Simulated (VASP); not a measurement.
All values below come from r2SCAN meta-GGA, VASP's PBE PAW potentials (set 64) (plane waves; VASP).

A VASP calculation is set up with these files.

INCAR:
```
LREAL  =  .False.
ENCUT  =  520
LASPH  =  .True.
LORBIT  =  10
ISYM  =  0
LMAXMIX  =  4
SIGMA  =  0.01   # width (eV)
SYSTEM  =  Sn atom
ISPIN  =  2
NELM  =  200   # most electronic steps
MAGMOM  =  2
METAGGA  =  R2SCAN
ALGO  =  All   # all-band CG
PREC  =  Normal
NUPDOWN  =  2
ISMEAR  =  0   # Gaussian
LCHARG  =  .False.
EDIFF  =  1E-6
LMIXTAU  =  .True.
LWAVE  =  .False.
```

POSCAR:
```
Sn atom
1
   12.0000000000     0.0000000000     0.0000000000
    0.0000000000    12.5000000000     0.0000000000
    0.0000000000     0.0000000000    13.0000000000
Sn
1
Direct
  0.0000000000   0.0000000000   0.0000000000
```

### KPOINTS
```
Automatic mesh
0
Gamma
1 1 1
0 0 0
```

POTCAR, in this order: Sn_d (PBE.64 set). Program: vasp_gam. Read from the step before: WAVECAR.

The run wrote:

File OUTCAR:
```
 ion  position               nearest neighbor table
   1  0.000  0.000  0.000-
 Subroutine IBZKPT returns following result:
 Found      1 irreducible k-points:

 Following reciprocal coordinates:
            Coordinates               Weight
  0.000000  0.000000  0.000000      1.000000
   k-points           NKPTS =      1   k-points in BZ     NKDIM =      1   number of bands    NBANDS=     12
   number of dos      NEDOS =    301   number of ions     NIONS =      1
   total plane-waves  NPLWV = 392000
   dimension x,y,z NGX =    70 NGY =   70 NGZ =   80
   dimension x,y,z NGXF=   140 NGYF=  140 NGZF=  160
   ions per type =               1
   PREC   = normal    normal or accurate (medium, high low for compatibility)
   ISTART =      1    job   : 0-new  1-cont  2-samecut
   ICHARG =      0    charge: 1-file 2-atom 10-const
   ISPIN  =      2    spin polarized calculation?
   LNONCOLLINEAR =      F non collinear calculations
   LSORBIT =      F    spin-orbit coupling
   INIWAV =      1    electr: 0-lowe 1-rand  2-diag
   ENCUT  =  520.0 eV  38.22 Ry    6.18 a.u.  22.31 23.24 24.17*2*pi/ulx,y,z
   NELM   =    200;   NELMIN=  2; NELMDL=  0     # of ELM steps
   EDIFF  = 0.1E-05   stopping-criterion for ELM
   LREAL  =      F    real-space projection
...
```

**OSZICAR**
```
       N       E                     dE             d eps       ncg     rms           ort
SDA:   1    -0.213302450889E+02   -0.21330E+02    0.00000E+00    12   0.632E-01   0.000E+00
CGA:   2    -0.213435783368E+02   -0.13333E-01   -0.13334E-01    12   0.218E-01  -0.265E-03
CGA:   3    -0.213483902797E+02   -0.48119E-02   -0.48332E-02    12   0.817E-02  -0.198E-02
SDA:   4    -0.214058896588E+02   -0.57499E-01   -0.59272E-01    12   0.249E+00  -0.284E-01
CGA:   5    -0.214673552240E+02   -0.61466E-01   -0.44626E-01    12   0.847E-01  -0.442E-01
CGA:   6    -0.214837959193E+02   -0.16441E-01   -0.16440E-01    12   0.146E-01  -0.228E-03
CGA:   7    -0.214872710833E+02   -0.34752E-02   -0.34752E-02    12   0.352E-02   0.152E-04
CGA:   8    -0.214880039936E+02   -0.73291E-03   -0.73717E-03    12   0.899E-03   0.594E-04
CGA:   9    -0.214882951069E+02   -0.29111E-03   -0.29171E-03    12   0.393E-03  -0.187E-04
CGA:  10    -0.214884169264E+02   -0.12182E-03   -0.12226E-03    12   0.162E-03   0.210E-05
CGA:  11    -0.214884607270E+02   -0.43801E-04   -0.44069E-04    12   0.448E-04   0.170E-04
CGA:  12    -0.214884746726E+02   -0.13946E-04   -0.13967E-04    12   0.182E-04   0.689E-05
CGA:  13    -0.214884816542E+02   -0.69816E-05   -0.68189E-05    12   0.842E-05   0.372E-05
SDA:  14    -0.214884841354E+02   -0.24813E-05   -0.26303E-05    12   0.421E-05   0.395E-05
CGA:  15    -0.214884858391E+02   -0.17037E-05   -0.17839E-05    12   0.251E-05   0.665E-07
SDA:  16    -0.214884865427E+02   -0.70360E-06   -0.20935E-05    12   0.369E-05  -0.778E-06
CGA:  17    -0.214884875355E+02   -0.99279E-06   -0.10503E-05    12   0.109E-05  -0.210E-06
   1 F= -.21488488E+02 E0= -.21488488E+02  d E =-.320581E-24  mag=     2.0000
```

File OUTCAR:
```
------------------------ aborting loop because EDIFF is reached ----------------------------------------
  FORCE on cell =-STRESS in cart. coord.  units (eV):
  Direction    XX          YY          ZZ          XY          YZ          ZX
  --------------------------------------------------------------------------------------
  Total       -0.0086807     -0.0204012     -0.0109056      0.0009630     -0.0001085     -0.0001071
  in kB       -0.0071323     -0.0167622     -0.0089604      0.0007912     -0.0000891     -0.0000880
  external PRESSURE =      -0.0109516 kB  Pullay stress =       0.0000000 kB
  volume of cell :     1950.00
      direct lattice vectors                 reciprocal lattice vectors
    12.000000000  0.000000000  0.000000000     0.083333333  0.000000000  0.000000000
     0.000000000 12.500000000  0.000000000     0.000000000  0.080000000  0.000000000
     0.000000000  0.000000000 13.000000000     0.000000000  0.000000000  0.076923077
 POSITION                                       TOTAL-FORCE (eV/Angst)
 -----------------------------------------------------------------------------------
      0.00000      0.00000      0.00000        -0.000002     -0.000007     -0.000022
 -----------------------------------------------------------------------------------
    total drift:                               -0.000002     -0.000007     -0.000022
  FREE ENERGIE OF THE ION-ELECTRON SYSTEM (eV)
  ---------------------------------------------------
  free  energy   TOTEN  =       -21.4884875355 eV

  energy  without entropy=      -21.4884875355  energy(sigma->0) =      -21.48848754

 total charge

# of ion       s       p       d       tot
------------------------------------------
    1        1.318   0.777   9.916  12.011

 magnetization (x)

# of ion       s       p       d       tot
------------------------------------------
    1       -0.018   0.777  -0.007   0.752
```
(Selected blocks of OUTCAR.)

The atom may not be in its lowest state.

The cell is a free atom in a box.
